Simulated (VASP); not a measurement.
These are PBE GGA, VASP's PBE PAW potentials (set 64) (plane waves; VASP) values and carry that method's errors.

VASP ran on this input.

POSCAR:
```
Eu
1
   -2.2900000000     2.2900000000     2.2900000000
    2.2900000000    -2.2900000000     2.2900000000
    2.2900000000     2.2900000000    -2.2900000000
Eu
1
Direct
  0.0000000000   0.0000000000   0.0000000000
```

File KPOINTS:
```
Automatic mesh
0
Gamma
10 10 10
0 0 0
```

**INCAR**
```
EDIFFG  =  -0.01   ! ionic stop
IBRION  =  2
ISMEAR  =  1   ! Methfessel-Paxton
ISIF  =  3
LMAXMIX  =  6
SYSTEM  =  Eu
LREAL  =  F   ! projection in real space or not
EDIFF  =  1E-6   ! SCF stop (eV)
ENCUT  =  520   ! plane-wave cut-off (eV)
NELM  =  100
LASPH  =  T
SIGMA  =  0.1   ! width (eV)
LWAVE  =  F
ALGO  =  Normal   ! blocked Davidson
GGA  =  PE
PREC  =  Accurate
LCHARG  =  F
NSW  =  60   ! most ionic steps
```

POTCAR, in this order: Eu_2 (PBE.64 set). Program: vasp_std.

The resulting files:

### OUTCAR
```
 ion  position               nearest neighbor table
   1  0.000  0.000  0.000-
  LATTYP: Found a body centered cubic cell.
 ALAT       =     4.5800000000
 Subroutine PRICEL returns:
 Original cell was already a primitive cell.
 Subroutine GETGRP returns: Found 48 space group operations
The static configuration has the point symmetry O_h .
The dynamic configuration has the point symmetry O_h .
 Subroutine INISYM returns: Found 48 space group operations
 Subroutine IBZKPT returns following result:
 Found     47 irreducible k-points:

 Following reciprocal coordinates:
            Coordinates               Weight
  0.000000  0.000000  0.000000      1.000000
  0.100000  0.000000  0.000000     12.000000
  0.200000  0.000000  0.000000     12.000000
  0.300000  0.000000  0.000000     12.000000
  0.400000  0.000000  0.000000     12.000000
  0.500000  0.000000  0.000000      6.000000
  0.100000  0.100000  0.000000     24.000000
  0.200000  0.100000 -0.000000     48.000000
  0.300000  0.100000  0.000000     48.000000
  0.400000  0.100000  0.000000     48.000000
...
```

OSZICAR:
```
       N       E                     dE             d eps       ncg     rms          rms(c)
DAV:   1     0.983307868006E+01    0.98331E+01   -0.37410E+03   784   0.804E+02
DAV:   2    -0.163748357556E+01   -0.11471E+02   -0.11318E+02  1040   0.112E+02
DAV:   3    -0.182907834637E+01   -0.19159E+00   -0.18621E+00  1128   0.107E+01
DAV:   4    -0.183046698764E+01   -0.13886E-02   -0.13885E-02  1120   0.116E+00
DAV:   5    -0.183047386539E+01   -0.68777E-05   -0.68779E-05  1128   0.731E-02    0.641E+00
DAV:   6    -0.184203466373E+01   -0.11561E-01   -0.15035E-03  1184   0.404E-01    0.382E+00
DAV:   7    -0.184852367991E+01   -0.64890E-02   -0.37022E-03  1160   0.605E-01    0.562E-02
DAV:   8    -0.184855986892E+01   -0.36189E-04   -0.11041E-04  1248   0.895E-02    0.140E-02
DAV:   9    -0.184856632485E+01   -0.64559E-05   -0.73389E-06  1192   0.220E-02    0.532E-03
DAV:  10    -0.184856611649E+01    0.20836E-06   -0.15929E-06  1056   0.100E-02
   1 F= -.18485661E+01 E0= -.18484602E+01  d E =-.184857E+01
       N       E                     dE             d eps       ncg     rms          rms(c)
DAV:   1    -0.190320264552E+01   -0.54636E-01   -0.10105E+00   880   0.103E+01    0.883E-01
DAV:   2    -0.187090403704E+01    0.32299E-01   -0.31576E-02  1136   0.175E+00    0.480E-01
DAV:   3    -0.185713741647E+01    0.13767E-01   -0.40640E-02  1168   0.190E+00    0.223E-01
DAV:   4    -0.185711685046E+01    0.20566E-04   -0.31731E-04   960   0.162E-01    0.111E-01
DAV:   5    -0.185712772464E+01   -0.10874E-04   -0.90438E-05  1184   0.776E-02    0.763E-03
DAV:   6    -0.185712613030E+01    0.15943E-05   -0.26066E-06  1096   0.140E-02    0.201E-03
DAV:   7    -0.185712624235E+01   -0.11205E-06   -0.61550E-08   448   0.213E-03
   2 F= -.18571262E+01 E0= -.18570863E+01  d E =-.856013E-02
       N       E                     dE             d eps       ncg     rms          rms(c)
DAV:   1    -0.190076573586E+01   -0.43640E-01   -0.89415E-01   864   0.973E+00    0.834E-01
DAV:   2    -0.187228108513E+01    0.28485E-01   -0.28078E-02  1136   0.165E+00    0.452E-01
DAV:   3    -0.186020952027E+01    0.12072E-01   -0.35903E-02  1160   0.180E+00    0.211E-01
DAV:   4    -0.186019084779E+01    0.18672E-04   -0.26760E-04   960   0.150E-01    0.107E-01
DAV:   5    -0.186020152125E+01   -0.10673E-04   -0.84182E-05  1128   0.752E-02    0.757E-03
DAV:   6    -0.186019994675E+01    0.15745E-05   -0.22683E-06  1008   0.132E-02    0.170E-03
DAV:   7    -0.186019999582E+01   -0.49074E-07   -0.64252E-08   400   0.239E-03
   3 F= -.18602000E+01 E0= -.18602075E+01  d E =-.116339E-01
       N       E                     dE             d eps       ncg     rms          rms(c)
DAV:   1    -0.186075939327E+01   -0.55945E-03   -0.11736E-02   880   0.111E+00    0.949E-02
DAV:   2    -0.186038766706E+01    0.37173E-03   -0.36916E-04  1136   0.196E-01    0.515E-02
DAV:   3    -0.186022974500E+01    0.15792E-03   -0.47206E-04  1168   0.208E-01    0.242E-02
DAV:   4    -0.186023065351E+01   -0.90850E-06   -0.34907E-06   928   0.173E-02
   4 F= -.18602307E+01 E0= -.18602392E+01  d E =-.116645E-01
```

File OUTCAR:
```
------------------------ aborting loop because EDIFF is reached ----------------------------------------
  FORCE on cell =-STRESS in cart. coord.  units (eV):
  Direction    XX          YY          ZZ          XY          YZ          ZX
  --------------------------------------------------------------------------------------
  Total       -0.0016219     -0.0016219     -0.0016219     -0.0000000      0.0000000      0.0000000
  in kB       -0.0587636     -0.0587636     -0.0587636     -0.0000000      0.0000000      0.0000000
  external PRESSURE =      -0.0587636 kB  Pullay stress =       0.0000000 kB
  volume of cell :       44.22
      direct lattice vectors                 reciprocal lattice vectors
    -2.227707533  2.227707533  2.227707533     0.000000000  0.224445980  0.224445980
     2.227707533 -2.227707533  2.227707533     0.224445980  0.000000000  0.224445980
     2.227707533  2.227707533 -2.227707533     0.224445980  0.224445980  0.000000000
 POSITION                                       TOTAL-FORCE (eV/Angst)
 -----------------------------------------------------------------------------------
      0.00000     -0.00000      0.00000        -0.000000     -0.000000      0.000000
 -----------------------------------------------------------------------------------
    total drift:                               -0.000000     -0.000000      0.000000
  FREE ENERGIE OF THE ION-ELECTRON SYSTEM (eV)
  ---------------------------------------------------
  free  energy   TOTEN  =        -1.8602306535 eV

  energy  without entropy=       -1.8602563659  energy(sigma->0) =       -1.86023922

 reached required accuracy - stopping structural energy minimisation
```
(Selected blocks of OUTCAR.)

File CONTCAR:
```
Eu
   1.00000000000000
    -2.2277075329293448    2.2277075329293448    2.2277075329293448
     2.2277075329293448   -2.2277075329293448    2.2277075329293448
     2.2277075329293448    2.2277075329293448   -2.2277075329293448
  Eu
     1
Direct
     0.0000000000000000    0.0000000000000000    0.0000000000000000
```

The 4f electrons are frozen in the core of the lanthanide potential, so 4f levels, which can set the real gap, and their magnetism are missing. Energy and stress use the plane-wave basis of the starting cell.

The compound is Eu in the bcc structure. This run relaxes it. Symmetry was kept, so distortions that lower it aren't found.
